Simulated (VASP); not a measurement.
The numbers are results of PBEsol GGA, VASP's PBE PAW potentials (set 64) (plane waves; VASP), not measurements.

A VASP calculation is set up with these files.

KPOINTS:
```
K-points
0
gamma
 5 5 5
0 0 0
```

**POSCAR**
```
ScF3
1
    2.8514100000     1.6462620000     4.6533570000
   -2.8514100000     1.6462620000     4.6533570000
    0.0000000000    -3.2925250000     4.6533570000
Sc F
2 6
Direct
  0.5000000000   0.5000000000   0.5000000000
  0.0000000000   0.0000000000   0.0000000000
  0.7265800000   0.2500000000   0.7734200000
  0.2734200000   0.7500000000   0.2265800000
  0.7734200000   0.7265800000   0.2500000000
  0.2265800000   0.2734200000   0.7500000000
  0.2500000000   0.7734200000   0.7265800000
  0.7500000000   0.2265800000   0.2734200000
```

**INCAR**
```
# general
SYSTEM  = ScF3
PREC    = Accurate
ENCUT   = 400
LREAL   = .False.   # projection in real space or not
LASPH   = .True.   # aspherical one-centre terms

# electronic loop
EDIFF   = 1E-6   # SCF stop (eV)
NELM    = 100   # most electronic steps
ALGO    = Normal   # blocked Davidson
LMAXMIX = 4   # l cut-off of mixed one-centre charges

# smearing
ISMEAR  = 0
SIGMA   = 0.01   # width (eV)

# functional
GGA     = PS   # PBEsol

# ions
ISIF    = 2   # forces and stress, cell fixed

# output
LWAVE   = .False.
LCHARG  = .False.
```

POTCAR, in this order: Sc_sv F (PBE.64 set). Program: vasp_std.

At this cut-off the stress carries a Pulay error, which pulls relaxed volumes low.

### Question
Estimate the energy per atom (σ→0), pressure, band gap (on the k-mesh).

### Answer

```json
{
  "energy per atom (σ→0)": "-7089 meV/atom",
  "band gap (on the k-mesh)": "6.21 eV",
  "pressure": "-9.21 GPa"
}
```

OSZICAR:
```
...
DAV:   9    -0.567055993380E+02    0.98768E-01   -0.49358E-01  2120   0.571E+00    0.348E-01
DAV:  10    -0.567122814845E+02   -0.66821E-02   -0.29908E-02  2096   0.209E+00    0.514E-01
DAV:  11    -0.567095505570E+02    0.27309E-02   -0.23398E-02  2120   0.147E+00    0.112E-01
DAV:  12    -0.567097624994E+02   -0.21194E-03   -0.17581E-03  2118   0.453E-01    0.715E-02
DAV:  13    -0.567097590570E+02    0.34424E-05   -0.18675E-04  2066   0.150E-01    0.113E-02
DAV:  14    -0.567097594950E+02   -0.43799E-06   -0.21692E-05  1996   0.303E-02    0.904E-03
DAV:  15    -0.567097593775E+02    0.11748E-06   -0.18774E-06  1354   0.158E-02
   1 F= -.56709759E+02 E0= -.56709759E+02  d E =-.605084E-17
```

The structure comes from a computed database's ScF3 entry; how it stands against other phases isn't given here. The cell was not relaxed at this level.
